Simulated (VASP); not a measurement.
The system is SnTe.

```
Sn Te
1.0
     0.00000    3.14484    3.14484
     3.14484    0.00000    3.14484
     3.14484    3.14484    0.00000
Sn Te
1 1
Cartesian
  0.0000 0.0000 0.0000
  3.1448 3.1448 3.1448
```

```yaml
Program: VASP 6.6.1
Task: relaxation of cell and atoms
Functional: HSE06
Potentials_or_basis: VASP PAW PBE potentials, release 64 (Sn_d, Te)
Cutoff: 520 eV
k_mesh: 6 × 6 × 6
Occupations: gaussian, width 0.03 eV
Spin: no spin polarisation
```

At the start: pressure 1.5 GPa; volume 31.10 Å³/atom.

**Question.** Where does the relaxation end?

**Answer.** Over 3 steps the energy falls by 4.3 meV/atom and the volume is 32.06 Å³/atom (+3.1 %); space group Fm-3m (No. 225, to 0.05 Å).

The path:
```tsv
step	energy change (eV)	largest force (eV/Å)	pressure (GPa)	volume (Å³)
1	0.0000	0.0000	1.46	62.20
2	-0.0076	0.0000	-0.46	64.79
3	-0.0085	0.0000	0.01	64.12
```

Final structure:
```cif
data_structure
_symmetry_space_group_name_H-M 'P 1'
_symmetry_Int_Tables_number 1
_cell_length_a 4.4927
_cell_length_b 4.4927
_cell_length_c 4.4927
_cell_angle_alpha 60.000
_cell_angle_beta 60.000
_cell_angle_gamma 60.000
_cell_volume 64.12
loop_
_atom_site_label
_atom_site_type_symbol
_atom_site_fract_x
_atom_site_fract_y
_atom_site_fract_z
_atom_site_occupancy
Sn1 Sn 0.00000 0.00000 0.00000 1
Te1 Te 0.50000 0.50000 0.50000 1
```

Caveat: the PAW data sets were made with another functional, which shifts forces and pressure a little.
